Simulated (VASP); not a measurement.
Here is the system:

```xyz
2
Lattice="3.7630 0.0000 0.0000 0.0000 3.7630 0.0000 0.0000 0.0000 3.7630" Properties=species:S:1:pos:R:3 pbc="T T T"
Pb     0.0000     0.0000     0.0000
Se     1.8815     1.8815     1.8815
```

Calculation: r2SCAN meta-GGA, VASP's PBE PAW potentials (set 64) (plane waves; VASP). Numerical set-up: 400 eV cut-off, 11×11×11 Γ-centred mesh, tetrahedra with Blöchl corrections, potentials Pb_d Se.

Unless said otherwise, spin-orbit coupling is left out, though it shifts the bands of the heavy elements here.

**Question.** What does the run give for the energy per atom (σ→0), band gap (over mesh and band path) with the smallest direct gap where there is one?

**Answer.** 
- band gap (over mesh and band path) = none (metal, semimetal or under 0.01 eV)
- energy per atom (σ→0) = -35.706 eV/atom

The structure was generated: PbSe was put into the CsCl type (Pm-3m), which need not be its known phase. It was relaxed first, which changed the volume by +11 %.
